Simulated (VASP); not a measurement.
Here is the system:

```
CdS
1.0
    2.05114    -3.55267     0.00000
    2.05114     3.55267     0.00000
    0.00000     0.00000     6.65691
Cd S
2 2
Direct
  0.66667   0.33333   0.49994
  0.33333   0.66667   0.99994
  0.66667   0.33333   0.87706
  0.33333   0.66667   0.37706
```

Computed with revTPSS meta-GGA, VASP's PBE PAW potentials (set 64) (plane waves; VASP 6.6.1). Numerical set-up: 520 eV cut-off, 6×6×4 Γ-centred mesh, Gaussian smearing of 0.050 eV, potentials Cd S.

Task: Give the stress tensor in GPa (positive for a compressed cell).

Result: 
```
3.97  0.00  0.00
0.00  3.97  0.00
0.00  0.00  3.91
```
The pressure is its mean diagonal, 3.95 GPa.

The compound is CdS in the wurtzite structure. This cell is one point of a volume scan, at 0.94 of the reference volume.
